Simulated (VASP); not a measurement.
Calculation: r2SCAN meta-GGA, VASP's PBE PAW potentials (set 64) (plane waves; VASP).

Input for VASP

KPOINTS:
```
Automatic mesh
0
Gamma
10 10 10
0 0 0
```

### INCAR
```
! general
SYSTEM   =  Al3Sc
PREC     =  Normal
ENCUT    =  400
LREAL    =  .FALSE.   ! projection in real space or not
LASPH    =  .TRUE.   ! aspherical one-centre terms

! electronic loop
EDIFF    =  1E-5
NELM     =  100   ! most electronic steps
NELMIN   =  4
ALGO     =  Normal
LMAXMIX  =  4   ! l cut-off of mixed one-centre charges
LMIXTAU  =  .TRUE.

! smearing
ISMEAR   =  1
SIGMA    =  0.1   ! width (eV)

! functional
METAGGA  =  R2SCAN

! ions
IBRION   =  2   ! conjugate gradients
NSW      =  20   ! most ionic steps
ISIF     =  2   ! forces and stress, cell fixed
EDIFFG   =  -0.03   ! ionic stop

! output
LWAVE    =  .FALSE.
LCHARG   =  .FALSE.
```

### POSCAR
```
Al3Sc
1
    4.0850747898     0.0000000000     0.0000000000
    0.0000000000     4.0850747898     0.0000000000
    0.0000000000     0.0000000000     4.0850747898
Sc Al
1 3
Direct
  0.0000000000   0.0000000000   0.0000000000
  0.0000000000   0.5000000000   0.5000000000
  0.5000000000   0.0000000000   0.5000000000
  0.5000000000   0.5000000000   0.0000000000
```

POTCAR, in this order: Sc_sv Al (PBE.64 set). Program: vasp_std.

### Question
What will the output report for the number of irreducible k-points (NKPTS), largest plane-wave count, number of space-group operations, FFT grid (NGX, NGY, NGZ)?

### Answer

The number of irreducible k-points (NKPTS) is 56 and the largest plane-wave count is 1261. The number of space-group operations is 48 and the FFT grid (NGX, NGY, NGZ) comes out as 20 × 20 × 20.

The compound is Al3Sc in the L1_2 structure. It was relaxed first.
